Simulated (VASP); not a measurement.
Level of theory: TPSS meta-GGA, VASP's PBE PAW potentials (set 64) (plane waves; VASP).

A VASP calculation is set up with these files.

**INCAR**
```
ALGO=Normal
EDIFF=1E-7
EDIFFG=-0.01
ENCUT=520
IBRION=2
ISIF=4
ISMEAR=0
LASPH=.TRUE.
LCHARG=.FALSE.
LMAXMIX=4
LMIXTAU=.TRUE.
LREAL=.FALSE.
LWAVE=.FALSE.
METAGGA=TPSS
NELM=100
NSW=30
PREC=Accurate
SIGMA=0.05
SYSTEM=SnO2
```

**POSCAR**
```
SnO2
1
    4.7064917945     0.0000000000     0.0000000000
    0.0000000000     4.7064917945     0.0000000000
    0.0000000000     0.0000000000     3.1765753439
Sn O
2 4
Direct
  0.0000000000   0.0000000000   0.0000000000
  0.5000000000   0.5000000000   0.5000000000
  0.3063762501   0.3063762501   0.0000000000
  0.8063762501   0.1936237499   0.5000000000
  0.1936237499   0.8063762501   0.5000000000
  0.6936237499   0.6936237499   0.0000000000
```

### KPOINTS
```
Automatic mesh
0
Gamma
5 5 7
0 0 0
```

POTCAR, in this order: Sn_d O (PBE.64 set). Program: vasp_std.

Output of the run:

OSZICAR:
```
       N       E                     dE             d eps       ncg     rms          rms(c)
DAV:   1     0.671078908648E+03    0.67108E+03   -0.26740E+04  1588   0.270E+03
DAV:   2     0.918046275206E+02   -0.57927E+03   -0.56128E+03  1577   0.690E+02
DAV:   3    -0.293134173612E+01   -0.94736E+02   -0.93391E+02  1740   0.231E+02
DAV:   4    -0.696290011764E+01   -0.40316E+01   -0.40122E+01  1754   0.533E+01
DAV:   5    -0.705462233826E+01   -0.91722E-01   -0.91685E-01  1810   0.822E+00    0.209E+01
DAV:   6    -0.700086856995E+02   -0.62954E+02   -0.29491E+02  1670   0.149E+02    0.185E+01
DAV:   7    -0.660481021256E+02    0.39606E+01   -0.50897E+00  2139   0.324E+01    0.138E+01
DAV:   8    -0.683326013743E+02   -0.22845E+01   -0.10086E+02  2301   0.133E+02    0.175E+01
DAV:   9    -0.628171717584E+02    0.55154E+01   -0.25698E+01  2238   0.480E+01    0.496E+00
DAV:  10    -0.628979091020E+02   -0.80737E-01   -0.10425E+00  1593   0.679E+00    0.417E+00
DAV:  11    -0.626487377788E+02    0.24917E+00   -0.68911E-01  2216   0.956E+00    0.134E+00
DAV:  12    -0.626434504831E+02    0.52873E-02   -0.23768E-01  2414   0.472E+00    0.247E-01
DAV:  13    -0.626478654666E+02   -0.44150E-02   -0.13108E-02  1642   0.908E-01    0.254E-01
DAV:  14    -0.626469321208E+02    0.93335E-03   -0.22947E-03  2025   0.780E-01    0.688E-02
DAV:  15    -0.626487256696E+02   -0.17935E-02   -0.25534E-03  2242   0.745E-01    0.154E-01
DAV:  16    -0.626479015363E+02    0.82413E-03   -0.16664E-03  2229   0.477E-01    0.360E-02
DAV:  17    -0.626483854907E+02   -0.48395E-03   -0.36856E-04  1523   0.167E-01    0.107E-02
DAV:  18    -0.626484459199E+02   -0.60429E-04   -0.10562E-05  1832   0.324E-02    0.754E-03
DAV:  19    -0.626484696232E+02   -0.23703E-04   -0.10169E-05  1634   0.295E-02    0.372E-03
DAV:  20    -0.626484706977E+02   -0.10744E-05   -0.18701E-06  1705   0.114E-02    0.102E-03
DAV:  21    -0.626484707319E+02   -0.34196E-07   -0.17661E-07  1237   0.639E-03
   1 F= -.62648471E+02 E0= -.62648471E+02  d E =-.626485E+02
       N       E                     dE             d eps       ncg     rms          rms(c)
DAV:   1    -0.626653413119E+02   -0.16871E-01   -0.55112E+00  1552   0.169E+01    0.128E+00
DAV:   2    -0.626648300456E+02    0.51127E-03   -0.28737E-01  1817   0.462E+00    0.719E-01
DAV:   3    -0.626528659939E+02    0.11964E-01   -0.25313E-02  2012   0.180E+00    0.220E-01
DAV:   4    -0.626538220424E+02   -0.95605E-03   -0.84371E-03  2057   0.883E-01    0.486E-02
DAV:   5    -0.626540277600E+02   -0.20572E-03   -0.27313E-03  1586   0.546E-01    0.422E-02
DAV:   6    -0.626557651772E+02   -0.17374E-02   -0.10037E-03  1621   0.273E-01    0.128E-02
DAV:   7    -0.626559897939E+02   -0.22462E-03   -0.18304E-04  1899   0.117E-01    0.762E-03
DAV:   8    -0.626560434714E+02   -0.53678E-04   -0.15866E-05  1706   0.384E-02    0.436E-03
DAV:   9    -0.626560492106E+02   -0.57392E-05   -0.68035E-06  1939   0.245E-02    0.153E-03
DAV:  10    -0.626560619680E+02   -0.12757E-04   -0.36485E-06  1635   0.167E-02    0.840E-04
DAV:  11    -0.626560620267E+02   -0.58671E-07   -0.10961E-07  1171   0.338E-03
   2 F= -.62656062E+02 E0= -.62656062E+02  d E =-.759129E-02
       N       E                     dE             d eps       ncg     rms          rms(c)
DAV:   1    -0.626587600538E+02   -0.26981E-02   -0.53114E-01  1536   0.524E+00    0.395E-01
DAV:   2    -0.626588092050E+02   -0.49151E-04   -0.27782E-02  1817   0.147E+00    0.222E-01
DAV:   3    -0.626576362662E+02    0.11729E-02   -0.24472E-03  1988   0.560E-01    0.666E-02
DAV:   4    -0.626577423312E+02   -0.10607E-03   -0.85553E-04  2013   0.281E-01    0.144E-02
DAV:   5    -0.626577203769E+02    0.21954E-04   -0.30009E-04  1530   0.183E-01    0.131E-02
DAV:   6    -0.626579689641E+02   -0.24859E-03   -0.75880E-05  1573   0.750E-02    0.335E-03
DAV:   7    -0.626579725461E+02   -0.35820E-05   -0.61385E-06  1793   0.221E-02    0.187E-03
DAV:   8    -0.626579759864E+02   -0.34403E-05   -0.16257E-06  1664   0.112E-02    0.651E-04
DAV:   9    -0.626579763196E+02   -0.33327E-06   -0.23119E-07  1234   0.480E-03    0.183E-04
DAV:  10    -0.626579763997E+02   -0.80076E-07   -0.11708E-07  1031   0.319E-03
   3 F= -.62657976E+02 E0= -.62657976E+02  d E =-.950567E-02
       N       E                     dE             d eps       ncg     rms          rms(c)
DAV:   1    -0.626590412731E+02   -0.10650E-02   -0.14961E-01  1509   0.283E+00    0.217E-01
DAV:   2    -0.626587618744E+02    0.27940E-03   -0.38216E-03  2038   0.587E-01    0.130E-01
DAV:   3    -0.626584507754E+02    0.31110E-03   -0.46288E-04  2154   0.277E-01    0.241E-02
DAV:   4    -0.626585642627E+02   -0.11349E-03   -0.24055E-04  1632   0.139E-01    0.593E-03
DAV:   5    -0.626585882140E+02   -0.23951E-04   -0.74620E-05  1685   0.835E-02    0.444E-03
DAV:   6    -0.626586195688E+02   -0.31355E-04   -0.50521E-06  1712   0.230E-02    0.197E-03
DAV:   7    -0.626586225028E+02   -0.29341E-05   -0.11559E-06  1705   0.970E-03    0.716E-04
DAV:   8    -0.626586228368E+02   -0.33395E-06   -0.13184E-06  1579   0.974E-03    0.862E-04
DAV:   9    -0.626586233745E+02   -0.53770E-06   -0.11724E-07  1052   0.337E-03    0.434E-04
DAV:  10    -0.626586233295E+02    0.44970E-07   -0.19255E-08   828   0.182E-03
   4 F= -.62658623E+02 E0= -.62658623E+02  d E =-.646930E-03
       N       E                     dE             d eps       ncg     rms          rms(c)
DAV:   1    -0.626587671497E+02   -0.14378E-03   -0.29436E-02  1488   0.125E+00    0.962E-02
DAV:   2    -0.626587107684E+02    0.56381E-04   -0.75299E-04  2038   0.262E-01    0.577E-02
DAV:   3    -0.626586492071E+02    0.61561E-04   -0.90901E-05  2153   0.123E-01    0.107E-02
DAV:   4    -0.626586715933E+02   -0.22386E-04   -0.48057E-05  1632   0.623E-02    0.266E-03
DAV:   5    -0.626586768732E+02   -0.52799E-05   -0.14938E-05  1706   0.373E-02    0.198E-03
DAV:   6    -0.626586830022E+02   -0.61290E-05   -0.95852E-07  1687   0.100E-02    0.898E-04
DAV:   7    -0.626586835734E+02   -0.57119E-06   -0.20927E-07  1155   0.427E-03    0.338E-04
DAV:   8    -0.626586836209E+02   -0.47480E-07   -0.32184E-07  1345   0.487E-03
   5 F= -.62658684E+02 E0= -.62658684E+02  d E =-.707221E-03
```

OUTCAR:
```
------------------------ aborting loop because EDIFF is reached ----------------------------------------
  FORCE on cell =-STRESS in cart. coord.  units (eV):
  Direction    XX          YY          ZZ          XY          YZ          ZX
  --------------------------------------------------------------------------------------
  Total        5.9149494      5.9149494      5.9153255     -0.0000000      0.0000000      0.0000000
  in kB      134.6814678    134.6814678    134.6900320     -0.0000000      0.0000000      0.0000000
  external PRESSURE =     134.6843226 kB  Pullay stress =       0.0000000 kB
  volume of cell :       70.36
      direct lattice vectors                 reciprocal lattice vectors
     4.685191453  0.000000000  0.000000000     0.213438450  0.000000000  0.000000000
    -0.000000000  4.685191453  0.000000000    -0.000000000  0.213438450  0.000000000
     0.000000000  0.000000000  3.205524404     0.000000000  0.000000000  0.311961437
 POSITION                                       TOTAL-FORCE (eV/Angst)
 -----------------------------------------------------------------------------------
     -0.00000      4.68519      0.00000        -0.000000      0.000000      0.000000
      2.34260      2.34260      1.60276        -0.000000      0.000000      0.000000
      1.43219      1.43219      0.00000        -0.001301     -0.001301      0.000000
      3.77479      0.91040      1.60276        -0.001301      0.001301     -0.000000
      0.91040      3.77479      1.60276         0.001301     -0.001301      0.000000
      3.25300      3.25300      0.00000         0.001301      0.001301     -0.000000
 -----------------------------------------------------------------------------------
    total drift:                                0.000000      0.000000      0.000000
  FREE ENERGIE OF THE ION-ELECTRON SYSTEM (eV)
  ---------------------------------------------------
  free  energy   TOTEN  =       -62.6586836209 eV

  energy  without entropy=      -62.6586836209  energy(sigma->0) =      -62.65868362

 reached required accuracy - stopping structural energy minimisation
```
(Selected blocks of OUTCAR.)

File CONTCAR:
```
SnO2
   1.00000000000000
     4.6851914534357935    0.0000000000000000    0.0000000000000000
    -0.0000000000000000    4.6851914534357935    0.0000000000000000
     0.0000000000000000    0.0000000000000000    3.2055244041478286
  Sn              O
     2     4
Direct
     0.0000000000000000    1.0000000000000000    0.0000000000000000
     0.5000000000000000    0.5000000000000000    0.5000000000000000
     0.3056849168201199    0.3056849168201199    0.0000000000000000
     0.8056849168201199    0.1943150831798801    0.5000000000000000
     0.1943150831798801    0.8056849168201199    0.5000000000000000
     0.6943150831798801    0.6943150831798801    0.0000000000000000
```

File OUTCAR:
```
 val. band max:        6.1926339931   @ k =   0.0000   0.0000   0.0000

 cond. band min:       7.7238045864   @ k =   0.0000   0.0000   0.0000


 Fermi energy:         6.4840022833

 k-point     1 :       0.0000    0.0000    0.0000
  band No.  band energies     occupation
      1     -15.1462      2.00000
      2     -14.2029      2.00000
      3     -13.8953      2.00000
      4     -13.8953      2.00000
      5     -13.8945      2.00000
      6     -13.8834      2.00000
      7     -13.7267      2.00000
      8     -13.6273      2.00000
      9     -13.5885      2.00000
     10     -13.5885      2.00000
     11     -13.1562      2.00000
     12     -11.4410      2.00000
     13     -11.4410      2.00000
     14      -9.3549      2.00000
     15      -1.9572      2.00000
     16       2.1195      2.00000
     17       2.1263      2.00000
     18       2.1263      2.00000
     19       2.9587      2.00000
     20       4.2164      2.00000
     21       4.3538      2.00000
     22       4.9497      2.00000
     23       4.9497      2.00000
     24       5.4266      2.00000
     25       5.4266      2.00000
     26       6.1926      2.00000
     27       7.7238      0.00000
     28      12.5970      0.00000
     29      12.6352      0.00000
     30      12.6352      0.00000
     31      16.9357      0.00000

 k-point     2 :       0.2000    0.0000    0.0000
  band No.  band energies     occupation
      1     -15.0762      2.00000
      2     -14.2843      2.00000
      3     -13.9427      2.00000
      4     -13.8925      2.00000
      5     -13.8924      2.00000
      6     -13.8875      2.00000
      7     -13.7159      2.00000
      8     -13.6353      2.00000
      9     -13.5920      2.00000
     10     -13.5918      2.00000
     11     -13.0646      2.00000
     12     -11.6866      2.00000
     13     -11.1555      2.00000
     14      -9.4730      2.00000
     15      -1.6929      2.00000
     16       1.4771      2.00000
     17       2.2825      2.00000
...
```

Unless said otherwise, spin-orbit coupling is left out, though it shifts the bands of the heavy elements here.

The compound is SnO2 in the rutile structure. This cell is one point of a volume scan, at 0.94 of the reference volume. Symmetry was kept, so distortions that lower it aren't found.
